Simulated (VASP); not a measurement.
ZrS (relaxed from the CsCl type structure, space group Pm-3m): computed properties

Calculation: PBEsol GGA, VASP's PBE PAW potentials (set 64) (plane waves; VASP 6.6.1).

For ZrS, the space group is Pm-3m (221) and the cell is a = 3.183 Å, b = 3.183 Å, c = 3.183 Å, α = 90.00°, β = 90.00°, γ = 90.00°. The volume per atom comes out as 16.13 Å³/atom. The band gap (over mesh and band path) is none (metal, semimetal or under 0.01 eV). The density comes out as 6.35 g/cm³.

Space group Pm-3m (No. 221); a = b = c = 3.183 Å, α = β = γ = 90.00°

```tsv
atom	site	symmetry	x	y	z
Zr	1a	m-3m	0.0000	0.0000	0.0000
S	1b	m-3m	0.5000	0.5000	0.5000
```

The structure was generated: ZrS was put into the CsCl type type (Pm-3m), which need not be its known phase. It was relaxed first, which changed the volume by -33 %. Symmetry was kept, so distortions that lower it aren't found.
